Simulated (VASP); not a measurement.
# SnTe: input slips in a relaxation and what they do, part 2 of 2

Aim: see how common mistakes in a VASP relaxation show up, on SnTe. The starting structure is a measured crystal structure from the Crystallography Open Database. The first relaxation on each setting starts from this cell expanded by 3 % in volume.

VASP 6.6.1.

Results so far: reference 31.06 Å³ an atom; a loose energy criterion for the relaxation 31.06 Å³ an atom; a k mesh far too coarse 37.43 Å³ an atom.

### 5. Relaxation with an ionic step far too long

Level of this step: PBEsol; plane waves and PAW (Te, Sn_d) (VASP).

A slip made on purpose: an ionic step far too long. Against step 2 the input has IBRION = 1 and POTIM = 2 (also changed: NELM and NSW).

INCAR

```
SYSTEM = SnTe
PREC = Accurate
ENCUT = 450
EDIFF = 1E-06
NELM = 60
ISMEAR = 0
SIGMA = 0.03
LREAL = .FALSE.
ALGO = Normal
GGA = PS
NBANDS = 16
LORBIT = 11
LWAVE = .FALSE.
LCHARG = .FALSE.
KPAR = 4
IBRION = 1
NSW = 30
ISIF = 3
EDIFFG = -0.006
POTIM = 2
```

POSCAR

```
SnTe
1.0
    0.0000000000      3.1877545079      3.1877545079
    3.1877545079      0.0000000000      3.1877545079
    3.1877545079      3.1877545079      0.0000000000
Te Sn
1 1
Direct
    0.5000000000      0.5000000000      0.5000000000
    0.0000000000      0.0000000000      0.0000000000
```

KPOINTS

```
Automatic mesh
0
Gamma
6 6 6
0 0 0
```

PAW data sets: Te and Sn_d (PBE family, release 64).

On the command line:

```bash
> mpirun -np 4 vasp_std
```

The program printed:

```text
[... set-up lines as in an earlier step ...]
 entering main loop
       N       E                     dE             d eps       ncg     rms          rms(c)
[... 12 cycles as in an earlier step ...]
   1 F= -.83250964E+01 E0= -.83249013E+01  d E =-.832510E+01
[...]
2 F= -.79818468E+01 E0= -.79814165E+01  d E =0.343250E+00
[...]
3 F= -.83407958E+01 E0= -.83407950E+01  d E =-.358949E+00
[...]
4 F= -.83410858E+01 E0= -.83410856E+01  d E =-.289975E-03
 BRION: g(F)=  0.188E-59 g(S)=  0.105E-04 retain N=  1 mean eig= 0.17
 eig:   0.173
 reached required accuracy - stopping structural energy minimisation
```

Elapsed: 23 s, on 4 MPI ranks of AMD EPYC 7R43, shared host; peak memory 0.62 GiB; 86 s of CPU time.

OUTCAR, selected parts (step 5):

```text
  Total       -0.0060212     -0.0060212     -0.0060212     -0.0000000     -0.0000000     -0.0000000
  in kB       -0.1552518     -0.1552518     -0.1552518     -0.0000000     -0.0000000     -0.0000000
  external PRESSURE =      -0.1552518 kB  Pullay stress =       0.0000000 kB

 POSITION                                       TOTAL-FORCE (eV/Angst)
 -----------------------------------------------------------------------------------
      3.14371      3.14371      3.14371         0.000000      0.000000     -0.000000
     -0.00000     -0.00000      0.00000        -0.000000     -0.000000      0.000000
 -----------------------------------------------------------------------------------
    total drift:                                0.000000     -0.000000     -0.000000

  FREE ENERGIE OF THE ION-ELECTRON SYSTEM (eV)
  ---------------------------------------------------
  free  energy   TOTEN  =        -8.3410857753 eV

  energy  without entropy=       -8.3410853614  energy(sigma->0) =       -8.34108557

[... 2 parts as in an earlier step ...]

[... 2 further parts left out ...]
[key lines of the parts left out:]
E-fermi :   6.9105
```

With an ionic step far too long the cell ends at 31.069 Å³ an atom, +0.04 % from the reference.

### 6. Relaxation with a cutoff far too low

A slip made on purpose: a cutoff far too low. Against step 2 the input has PREC = Normal and ENCUT = 130 (also changed: NELM).

INCAR

```
SYSTEM = SnTe
PREC = Normal
ENCUT = 130
EDIFF = 1E-06
NELM = 60
ISMEAR = 0
SIGMA = 0.03
LREAL = .FALSE.
ALGO = Normal
GGA = PS
NBANDS = 16
LORBIT = 11
LWAVE = .FALSE.
LCHARG = .FALSE.
KPAR = 4
IBRION = 2
NSW = 50
ISIF = 3
EDIFFG = -0.006
```

POSCAR is that of step 5.

KPOINTS is that of step 5.

On the command line:

```bash
> mpirun -np 4 vasp_std
```

The program printed:

```text
[... set-up lines as in an earlier step ...]
 entering main loop
       N       E                     dE             d eps       ncg     rms          rms(c)
DAV:   1     0.522415086048E+02    0.52242E+02   -0.55982E+03   648   0.396E+02
DAV:   2     0.421556521054E+01   -0.48026E+02   -0.47747E+02   672   0.132E+02
DAV:   3     0.349015626532E+01   -0.72541E+00   -0.72459E+00   568   0.172E+01
DAV:   4     0.348697645127E+01   -0.31798E-02   -0.31798E-02   664   0.106E+00
[...]
DAV:  11     0.530874134112E+01   -0.94914E-05   -0.24747E-05   568   0.198E-02    0.209E-02
DAV:  12     0.530873975056E+01   -0.15906E-05   -0.60652E-06   648   0.105E-02    0.994E-03
DAV:  13     0.530873942618E+01   -0.32438E-06   -0.12978E-07   336   0.246E-03
   1 F= 0.53087394E+01 E0= 0.53087394E+01  d E =0.530874E+01
[...]
-----------------------------------------------------------------------------
|                                                                             |
|     EEEEEEE  RRRRRR   RRRRRR   OOOOOOO  RRRRRR      ###     ###     ###     |
[...]
|     E        R   R    R   R    O     O  R   R                               |
|     E        R    R   R    R   O     O  R    R      ###     ###     ###     |
|     EEEEEEE  R     R  R     R  OOOOOOO  R     R     ###     ###     ###     |
|                                                                             |
|     Orbital orthonormalization failed in the inversion of matrix            |
|     LAPACK: Routine ZPOTRF failed! kpoint: 1 spin: 1                        |
|                                                                             |
|     Possible solutions for this issue are:                                  |
|     - Please check whether the atoms are too close to each other.           |
|     - Decreasing POTIM might help during relaxations or MDs.                |
|     - Deleting CHGCAR or WAVECAR if incompatible with the structure.        |
|     - Try calculating without symmetrizing (ISYM = 0 or ISYM = -1).         |
|     - As last resort: using a different PAW for some of the atoms.          |
|                                                                             |
|       ---->  I REFUSE TO CONTINUE WITH THIS SICK JOB ... BYE!!! <----       |
|                                                                             |
 -----------------------------------------------------------------------------

1
1
1
1
```

Wall time 5.8 s (4 MPI ranks).

VASP stopped with this message: “Orbital orthonormalization failed in the inversion of matrix LAPACK: Routine ZPOTRF failed! kpoint: 1 spin: 1”.

### 7. All runs side by side

| run | ended | volume (Å³/atom) | change (%) | pressure left (GPa) | core minutes |
| --- | --- | --- | --- | --- | --- |
| reference | converged | 31.057 | - | -0.01 | 1.49 |
| a loose energy criterion for the relaxation | converged | 31.057 | 0.0 | 0.01 | 1.11 |
| a k mesh far too coarse | converged | 37.426 | 20.51 | -0.02 | 0.507 |
| an ionic step far too long | converged | 31.069 | 0.04 | -0.02 | 1.53 |
| a cutoff far too low | stopped by VASP | - | - | - | 0.387 |

Core minutes are wall time times ranks, summed over the relaxations behind a row (those for a bulk modulus apart), on shared hosts.

### 8. Results

```
volume of the reference                                                   : 31.06 Å³/atom
volume against the reference, a loose energy criterion for the relaxation : +0.00 %
volume against the reference, a k mesh far too coarse                     : +20.51 %
volume against the reference, an ionic step far too long                  : +0.04 %
run with a cutoff far too low                                             : stopped by VASP
```

**Reading.** VASP stopped by itself in the run with a cutoff far too low. Finished, but with signs in the output that stand out against the reference: a k mesh far too coarse, with the volume changed by +20.5 % (signs: 1.0 GPa at the first ionic step (of the first relaxations, not shown; reference: -1.8 GPa)); an ionic step far too long, with the volume changed by less than 0.1 % (signs: an energy that rises by up to 0.2 eV an atom on the way). Little came of a loose energy criterion for the relaxation in this material. The reference was restarted once and the runs with a slip weren't, so their cells may not have settled fully. Further runs on this material are not shown.

[Lines on the potential files, build, host, timing and source positions are cut from VASP's logs without a mark.]

[Logs are printed without paths, hosts, clocks, repeated set-up lines and the standing remarks that a program may print on its own settings, such as how far it seeks lower states.]

[Hosts, paths, dates, database ids (printed as entryN), source tags and the programs' standing remarks are cut or masked in the printed files.]
